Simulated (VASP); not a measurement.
# O2SnH2 in VASP: further runs, part 2 of 2

VASP 6.6.1. The steps go on from the part before.

## 4. Atomic charges, PBE+TS

INCAR

```
SYSTEM = SnH2O2
PREC = Accurate
ENCUT = 520
EDIFF = 1E-7
ISMEAR = 0
SIGMA = 0.01
LREAL = .FALSE.
LASPH = .TRUE.
NELM = 60
ALGO = Fast
ISIF = 2
LWAVE = .FALSE.
LCHARG = .TRUE.
GGA = PE
IVDW = 2
LORBIT = 11
LELF = .TRUE.
LVHAR = .TRUE.
LVACPOTAV = .TRUE.
```

KPOINTS

```
regular mesh
0
G
  1 1 1
  0 0 0
```

POSCAR

```
SnH2O2
1.0
   13.0000000000      0.0000000000      0.0000000000
    0.0000000000     11.0000000000      0.0000000000
    0.0000000000      0.0000000000     11.0000000000
O Sn H
2 1 2
Direct
    0.4383384600      0.5293818200      0.4486772700
    0.6341923100      0.5134818200      0.5623045500
    0.5022307700      0.4274090900      0.5772863600
    0.3678076900      0.5127090900      0.4288954500
    0.6315307700      0.5764090900      0.5014500000
```

Potentials or basis: VASP PAW PBE potentials, release 64 (O, Sn_d, H).

Command:

```bash
> cat potpaw_PBE.64/O/POTCAR potpaw_PBE.64/Sn_d/POTCAR potpaw_PBE.64/H/POTCAR > POTCAR
> mpirun -np 1 vasp_gam > vasp.out
```

OUTCAR:

```text
SYSTEM = SnH2O2
   PREC = Accurate
   ENCUT = 520
   EDIFF = 1E-7
   ISMEAR = 0
   LREAL = .FALSE.
   LASPH = .TRUE.
   NELM = 60
   ISIF = 2
   GGA = PE
   IVDW = 2
   LORBIT = 11
  IVDW =   2

 ion  position               nearest neighbor table
   1  0.438  0.529  0.449-   4 0.96   3 1.99
   2  0.634  0.513  0.562-   5 0.96   3 1.97
   3  0.502  0.427  0.577-   2 1.97   1 1.99
   4  0.368  0.513  0.429-   1 0.96
   5  0.632  0.576  0.501-   2 0.96

  LATTYP: Found a simple tetragonal cell.
 ALAT       =    11.0000000000
 C/A-ratio  =     1.1818181818

  Lattice vectors:

 A1 = (   0.0000000000,  11.0000000000,   0.0000000000)
 A2 = (   0.0000000000,   0.0000000000,  11.0000000000)
 A3 = (  13.0000000000,   0.0000000000,   0.0000000000)

Analysis of symmetry for initial positions (statically):
=====================================================================
 Subroutine PRICEL returns:
 Original cell was already a primitive cell.

 Routine SETGRP: Setting up the symmetry group for a
[... 182 lines left out ...]

  Hirshfeld charges:
            ion         q(e)
   ------------------------------
      1     O       -0.35309893
      2     O       -0.35160932
      3     Sn       0.45563024
      4     H        0.12282754
      5     H        0.12625047

  Tkatchenko/Scheffler method for vdW energy calculation

  Number of pair interactions contributing to vdW energy:    4997

  Edisp (eV):   -0.00803

  FORCE on cell =-STRESS in cart. coord.  units (eV):
  Direction    XX          YY          ZZ          XY          YZ          ZX
  --------------------------------------------------------------------------------------
  -------------------------------------------------------------------------------------
  Total       1.74660     0.93842     0.87649     0.36667    -0.82821     0.44244
  in kB       1.77900     0.95583     0.89275     0.37347    -0.84357     0.45065
  external pressure =        1.21 kB  Pullay stress =        0.00 kB

 VOLUME and BASIS-vectors are now :
 -----------------------------------------------------------------------------
  energy-cutoff  :      520.00
  volume of cell :     1573.00
      direct lattice vectors                 reciprocal lattice vectors
    13.000000000  0.000000000  0.000000000     0.076923077  0.000000000  0.000000000
     0.000000000 11.000000000  0.000000000     0.000000000  0.090909091  0.000000000
     0.000000000  0.000000000 11.000000000     0.000000000  0.000000000  0.090909091

 POSITION                                       TOTAL-FORCE (eV/Angst)
 -----------------------------------------------------------------------------------
      5.69840      5.82320      4.93545         0.310950      0.456921     -0.299793
      8.24450      5.64830      6.18535         0.607402     -0.120816      0.372855
      6.52900      4.70150      6.35015        -0.318042     -0.680487      0.507801
      4.78150      5.63980      4.71785        -0.607506     -0.108867     -0.154133
      8.20990      6.34050      5.51595         0.007196      0.453249     -0.426729
 -----------------------------------------------------------------------------------
    total drift:                               -0.000201     -0.000592      0.000205

  FREE ENERGIE OF THE ION-ELECTRON SYSTEM (eV)
  ---------------------------------------------------
  free  energy   TOTEN  =       -24.6971354136 eV

  energy  without entropy=      -24.6971354136  energy(sigma->0) =      -24.69713541

 total charge

# of ion       s       p       d       tot
------------------------------------------
    1        1.569   3.530   0.000   5.099
    2        1.570   3.530   0.000   5.100
    3        1.283   0.903  10.090  12.276
    4        0.636   0.131   0.000   0.767
    5        0.630   0.129   0.000   0.759
--------------------------------------------------
tot          5.687   8.223  10.090  24.001
```

Wall time 3.7 min (1 thread of Intel Xeon Platinum 8488C (Sapphire Rapids), shared host); peak memory 1.2 GiB.

What came out:

- Free energy: -24.6971 eV
- Largest force: 0.907 eV/Å
- Gap between the frontier levels: 3.69 eV
- Valence electrons inside the program's atomic spheres: O 5.10; Sn 12.28; H 0.77, 0.76
- Hirshfeld charges: O -0.35; Sn +0.46; H +0.12, +0.13 e
- Dispersion energy per atom: -0.002 eV

Forces in eV/Å, atoms in the order of the input:
```
O    0.311  0.457 -0.300
O    0.607 -0.121  0.373
Sn  -0.318 -0.680  0.508
H   -0.608 -0.109 -0.154
H    0.007  0.453 -0.427
```

Caveat: spin-orbit coupling is left out, which moves the levels of the heavy elements. Expect the measured gap to be larger: semilocal functionals such as PBE lack the derivative discontinuity.

## 5. The reference run

An earlier run on the cell as given: functional PBE; potentials or basis VASP PAW PBE potentials, release 64 (O, Sn_d, H); cutoff 520 eV; k mesh 1 × 1 × 1; occupations gaussian, width 0.01 eV; no spin polarisation.

* Largest force: 0.904 eV/Å
* Gap between the frontier levels: 3.69 eV

## 6. The runs side by side

| task | level | cell | gap on the mesh (eV) | largest force (eV/Å) |
| --- | --- | --- | --- | --- |
| single point | PBE | atoms moved at random, drawn with an rms of 0.05 Å | 3.67 | 4.03 |
| relaxation of the atoms | PBE | atoms relaxed from: atoms moved at random, drawn with an rms of 0.02 Å | 3.63 | 0.01 |
| atomic charges | PBE+TS | as given | 3.69 | 0.91 |
| single point | PBE | as given | 3.69 | 0.90 |

Alike in all rows: potentials or basis VASP PAW PBE potentials, release 64 (O, Sn_d, H); no spin polarisation; k mesh 1 × 1 × 1; cutoff (eV) 520; smearing gaussian 0.01 eV.

Caveats: spin-orbit coupling is left out, which moves the levels of the heavy elements.

Absolute energies hang on the potentials; compare differences alone.
